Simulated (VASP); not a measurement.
RbCl (rock salt), at 0.96 of the tabulated volume:

```xyz
2
Lattice="0.0000 3.2455 3.2455 3.2455 0.0000 3.2455 3.2455 3.2455 0.0000" Properties=species:S:1:pos:R:3 pbc="T T T"
Rb     0.0000     0.0000     0.0000
Cl     3.2455     3.2455     3.2455
```

The lowest empty band near Γ, direction [111], from PBE with spin-orbit coupling in VASP (PAW); its two spin partners are averaged. The gap over the points computed is 5.09 eV, and the next band on that side lies 2.88 eV away at the edge.

Settings: 400 eV cut-off, 8×8×8 Γ-centred mesh, Gaussian smearing of 0.050 eV, potentials Rb_sv Cl.

```json
[
 {"distance from the edge in k (1/Å)": "0.025", "distance in energy (meV)": "5.7"},
 {"distance from the edge in k (1/Å)": "0.035", "distance in energy (meV)": "11.1"},
 {"distance from the edge in k (1/Å)": "0.050", "distance in energy (meV)": "22.7"},
 {"distance from the edge in k (1/Å)": "0.070", "distance in energy (meV)": "44.3"}
]
```

Task: Fit E(1 + αE) = ħ²k²/2m* (ħ²/2m0 = 3.810 eV Å²) and predict the row at 0.095 1/Å.

Result: The rows don't resolve α, so a parabola serves: the electron mass is m* = 0.421 m0, and so 81.7 meV. The run gave 81.2 meV, -0.5 meV from the fit.

Left out are points under 3 meV from the edge, since the levels carry 0.1 meV, and points farther than half the way to the next band.

The compound is RbCl in the rock salt structure. The cell was not relaxed at this level.
